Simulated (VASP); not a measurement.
These are PBE GGA with D3 dispersion (Becke-Johnson damping), VASP's PBE PAW potentials (set 64) (plane waves; VASP) values and carry that method's errors.

A VASP calculation is set up with these files.

### INCAR
```
SYSTEM = ZnS
PREC = Accurate
ENCUT = 520
EDIFF = 1E-7
NELM = 100
ALGO = Normal
LREAL = .FALSE.
LASPH = .TRUE.
ISMEAR = 0
SIGMA = 0.05
GGA = PE
IVDW = 12
LMAXMIX = 4
LWAVE = .FALSE.
LCHARG = .FALSE.
ISIF = 4
IBRION = 2
NSW = 30
EDIFFG = -0.01
```

POSCAR:
```
ZnS
1
    1.9200288653    -3.3255875043     0.0000000000
    1.9200288653     3.3255875043     0.0000000000
    0.0000000000     0.0000000000     6.2910717478
Zn S
2 2
Direct
  0.6666670000   0.3333330000   0.5001496791
  0.3333330000   0.6666670000   0.0001496791
  0.6666670000   0.3333330000   0.8748503209
  0.3333330000   0.6666670000   0.3748503209
```

File KPOINTS:
```
Automatic mesh
0
Gamma
7 7 4
0 0 0
```

POTCAR, in this order: Zn S (PBE.64 set). Program: vasp_std.

The run wrote:

File OSZICAR:
```
       N       E                     dE             d eps       ncg     rms          rms(c)
DAV:   1     0.235398318166E+03    0.23540E+03   -0.17517E+04  1056   0.196E+03
DAV:   2     0.720831018453E+01   -0.22819E+03   -0.22241E+03  1134   0.378E+02
DAV:   3    -0.140615133697E+02   -0.21270E+02   -0.21159E+02  1260   0.118E+02
DAV:   4    -0.145377972125E+02   -0.47628E+00   -0.47583E+00  1230   0.182E+01
DAV:   5    -0.145469302806E+02   -0.91331E-02   -0.91321E-02  1284   0.246E+00    0.972E+00
DAV:   6    -0.136748187496E+02    0.87211E+00   -0.20203E+00  1662   0.431E+01    0.757E+00
DAV:   7    -0.137087989442E+02   -0.33980E-01   -0.19533E+00  1122   0.805E+00    0.329E+00
DAV:   8    -0.136908292430E+02    0.17970E-01   -0.12677E-01  1442   0.490E+00    0.110E+00
DAV:   9    -0.136915912607E+02   -0.76202E-03   -0.20173E-02  1418   0.273E+00    0.276E-01
DAV:  10    -0.136917654315E+02   -0.17417E-03   -0.15518E-03  1230   0.430E-01    0.178E-01
DAV:  11    -0.136919988699E+02   -0.23344E-03   -0.27036E-04  1206   0.111E-01    0.567E-02
DAV:  12    -0.136920171679E+02   -0.18298E-04   -0.27908E-05  1384   0.618E-02    0.172E-02
DAV:  13    -0.136920192021E+02   -0.20342E-05   -0.41187E-06  1236   0.208E-02    0.723E-03
DAV:  14    -0.136920196079E+02   -0.40580E-06   -0.10965E-06  1218   0.121E-02    0.261E-03
DAV:  15    -0.136920195316E+02    0.76229E-07   -0.16203E-07   890   0.279E-03
   1 F= -.14898805E+02 E0= -.14898805E+02  d E =-.148988E+02
       N       E                     dE             d eps       ncg     rms          rms(c)
DAV:   1    -0.136921553628E+02   -0.13575E-03   -0.40090E-03  1074   0.476E-01    0.740E-02
DAV:   2    -0.136920785184E+02    0.76844E-04   -0.18434E-04  1284   0.213E-01    0.408E-02
DAV:   3    -0.136920383292E+02    0.40189E-04   -0.51124E-05  1256   0.873E-02    0.147E-02
DAV:   4    -0.136920367966E+02    0.15326E-05   -0.19613E-05  1212   0.367E-02    0.467E-03
DAV:   5    -0.136920368343E+02   -0.37749E-07   -0.21712E-06  1248   0.146E-02    0.216E-03
DAV:   6    -0.136920368485E+02   -0.14182E-07   -0.98642E-08   738   0.369E-03
   2 F= -.14898839E+02 E0= -.14898839E+02  d E =-.339240E-04
```

### OUTCAR
```
------------------------ aborting loop because EDIFF is reached ----------------------------------------
 Edisp (eV)   -1.20680
  FORCE on cell =-STRESS in cart. coord.  units (eV):
  Direction    XX          YY          ZZ          XY          YZ          ZX
  --------------------------------------------------------------------------------------
  Total      -1.08636    -1.08636    -1.06427     0.00000     0.00000     0.00000
  in kB     -21.66476   -21.66476   -21.22426     0.00000     0.00000     0.00000
  external pressure =      -21.52 kB  Pullay stress =        0.00 kB
  volume of cell :       80.34
      direct lattice vectors                 reciprocal lattice vectors
     1.919490268 -3.324654627  0.000000000     0.260485822 -0.150391561 -0.000000000
     1.919490268  3.324654627  0.000000000     0.260485822  0.150391561  0.000000000
     0.000000000 -0.000000000  6.294602715     0.000000000  0.000000000  0.158866261
  FREE ENERGIE OF THE ION-ELECTRON SYSTEM (eV)
  ---------------------------------------------------
  free  energy   TOTEN  =       -14.8988386804 eV

  energy  without entropy=      -14.8988386804  energy(sigma->0) =      -14.89883868

 reached required accuracy - stopping structural energy minimisation
```
(Selected blocks of OUTCAR.)

### CONTCAR
```
ZnS
   1.00000000000000
     1.9194902678445322   -3.3246546272774382    0.0000000000000000
     1.9194902678445322    3.3246546272774382    0.0000000000000000
     0.0000000000000000   -0.0000000000000000    6.2946027149815889
  Zn              S
     2     2
Direct
     0.6666669999999968    0.3333330000000032    0.5001938322586558
     0.3333330000000032    0.6666669999999968    0.0001938322586558
     0.6666669999999968    0.3333330000000032    0.8748061677413442
     0.3333330000000032    0.6666669999999968    0.3748061677413442
```

OUTCAR:
```
 val. band max:        1.9589074819   @ k =   0.0000   0.0000   0.0000

 cond. band min:       4.0635869386   @ k =   0.0000   0.0000   0.0000


 Fermi energy:         2.2172327095

 k-point     1 :       0.0000    0.0000    0.0000
  band No.  band energies     occupation
      1     -11.0820      2.00000
      2     -10.1840      2.00000
      3      -4.3147      2.00000
      4      -4.3033      2.00000
      5      -4.3033      2.00000
      6      -4.2245      2.00000
      7      -4.2245      2.00000
      8      -3.8804      2.00000
      9      -3.8804      2.00000
     10      -3.8070      2.00000
     11      -3.8070      2.00000
     12      -3.6545      2.00000
     13      -3.2363      2.00000
     14       1.0968      2.00000
     15       1.0969      2.00000
     16       1.8851      2.00000
     17       1.9589      2.00000
     18       1.9589      2.00000
     19       4.0636      0.00000
     20       5.0192      0.00000
     21       8.2835      0.00000
     22       8.2835      0.00000

 k-point     2 :       0.1429    0.0000    0.0000
  band No.  band energies     occupation
      1     -10.9510      2.00000
      2     -10.1123      2.00000
      3      -4.3129      2.00000
      4      -4.2862      2.00000
      5      -4.2781      2.00000
      6      -4.2080      2.00000
      7      -4.1875      2.00000
      8      -3.8971      2.00000
      9      -3.8805      2.00000
     10      -3.8615      2.00000
     11      -3.8013      2.00000
     12      -3.6135      2.00000
     13      -3.0485      2.00000
     14       0.1587      2.00000
     15       0.8045      2.00000
     16       0.9095      2.00000
     17       1.7125      2.00000
     18       1.7957      2.00000
     19       4.9987      0.00000
     20       5.8221      0.00000
     21       7.8064      0.00000
     22       8.6384      0.00000

 k-point     3 :       0.2857    0.0000    0.0000
  band No.  band energies     occupation
      1     -10.6146      2.00000
...
```

The compound is ZnS in the wurtzite structure, the high-temperature form. This cell is one point of a volume scan, at 1.03 of the reference volume. Symmetry was kept, so distortions that lower it aren't found.
